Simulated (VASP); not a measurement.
Here is the system:

```
CELL_PARAMETERS angstrom
      3.81538     0.00000     0.00000
      0.00000     3.81538     0.00000
      0.00000     0.00000     3.81538
ATOMIC_POSITIONS crystal
  Tl 0.00000 0.00000 0.00000
  Cl 0.50000 0.50000 0.50000
```

Calculation: PBE GGA, VASP's PBE PAW potentials (set 64) (plane waves; VASP). Numerical set-up: 520 eV cut-off, 7×7×7 Γ-centred mesh, Gaussian smearing of 0.050 eV, potentials Tl_d Cl.

Question: What does the run give for the energy per atom (σ→0), pressure?

Answer: 
```
Property                       Result
---------------------  --------------
energy per atom (σ→0)  -2.998 eV/atom
pressure                    16.3 kbar
```

Only differences to runs with the same potentials and settings are physical.

The compound is TlCl in the CsCl type structure. This cell is one point of a volume scan, at 0.94 of the reference volume.
